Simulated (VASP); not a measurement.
Consider the following.

```yaml
crystal:
  lattice:
    - [1.98182, 1.14421, 3.27827]
    - [-1.98182, 1.14421, 3.27827]
    - [0.00000, -2.28841, 3.27827]
  atoms:
    - { symbol: Se, position: [0.24999, 0.24999, 0.24999] }
    - { symbol: Se, position: [0.75001, 0.75001, 0.75001] }
```

Level of theory: r2SCAN meta-GGA, VASP's PBE PAW potentials (set 64) (plane waves; VASP). Run with 400 eV cut-off, 13×13×13 Γ-centred mesh, tetrahedra with Blöchl corrections, potentials Se.

Question: Give the energies of bands 3 to 9 at the high-symmetry points, in eV from the Fermi level.

Answer: 
```tsv
band	Γ	T	H2	L	S0	F
3	-3.73	-2.29	-6.52	-2.38	-6.86	-7.37
4	-3.58	-2.29	-6.52	-2.38	-4.76	-5.44
5	-3.58	-2.29	-1.89	-2.33	-4.59	-5.34
6	1.44	-2.29	-1.89	-2.33	0.97	2.95
7	1.44	-1.86	3.54	-1.94	1.29	3.00
8	1.51	-1.86	3.54	-1.94	3.81	3.26
9	6.17	9.71	6.76	9.77	5.52	4.37
```

It has no gap at this level: it comes out as a metal or semimetal.

The structure was generated: Se was put into the A7 type (R-3m), which need not be its known phase. It was relaxed first, which changed the volume by +20 %.
